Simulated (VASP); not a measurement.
OSZICAR of a VASP run on SnO (litharge):

OSZICAR:
```
       N       E                     dE             d eps       ncg     rms          rms(c)
DAV:   1     0.411507986584E+03    0.41151E+03   -0.22499E+04  1456   0.280E+03
DAV:   2     0.301250373885E+02   -0.38138E+03   -0.37440E+03  1528   0.614E+02
DAV:   3    -0.251877030978E+02   -0.55313E+02   -0.54590E+02  1760   0.199E+02
DAV:   4    -0.273750931369E+02   -0.21874E+01   -0.21851E+01  1600   0.429E+01
DAV:   5    -0.274368415576E+02   -0.61748E-01   -0.61736E-01  1888   0.735E+00    0.108E+01
DAV:   6    -0.242837478373E+02    0.31531E+01   -0.21171E+01  2432   0.503E+01    0.464E+00
DAV:   7    -0.242532495783E+02    0.30498E-01   -0.20044E+00  1616   0.935E+00    0.249E+00
DAV:   8    -0.242446540465E+02    0.85955E-02   -0.56898E-01  2136   0.528E+00    0.106E+00
DAV:   9    -0.242196150080E+02    0.25039E-01   -0.17823E-01  2200   0.420E+00    0.247E-01
DAV:  10    -0.242216397379E+02   -0.20247E-02   -0.23239E-02  2160   0.145E+00    0.231E-01
DAV:  11    -0.242203988579E+02    0.12409E-02   -0.75419E-03  2208   0.839E-01    0.228E-02
DAV:  12    -0.242205105950E+02   -0.11174E-03   -0.10093E-03  1552   0.193E-01    0.546E-02
DAV:  13    -0.242204766700E+02    0.33925E-04   -0.87682E-05  2232   0.970E-02    0.207E-02
DAV:  14    -0.242204704767E+02    0.61934E-05   -0.32543E-05  2096   0.396E-02    0.412E-03
DAV:  15    -0.242204702421E+02    0.23462E-06   -0.50434E-06  2224   0.160E-02    0.246E-03
DAV:  16    -0.242204703502E+02   -0.10811E-06   -0.40568E-07  1464   0.506E-03    0.132E-03
DAV:  17    -0.242204704292E+02   -0.78990E-07   -0.30016E-08   848   0.145E-03
   1 F= -.24220470E+02 E0= -.24220062E+02  d E =-.817625E-03
```

Problem. Which electronic solver shows in the log?

Solution. It is blocked Davidson (ALGO = Normal, or the opening steps of other solvers). The INCAR had ALGO = Normal.

Problem. Can the final energy be trusted as converged?

Solution. The calculation finished and met its thresholds. It stopped with EDIFF = 1E-7, NELM = 100 (PBEsol GGA, plane waves, VASP's PBE PAW potentials (set 64)). Without a dispersion term in the relaxation, distances and binding between the weakly bound layers, chains or molecules are unreliable, and so is what depends on them.

The compound is SnO in the litharge structure. It was relaxed first. The k-mesh is coarse (spacing up to 0.33 per Å, 2π included), so the numbers may not be converged in it.
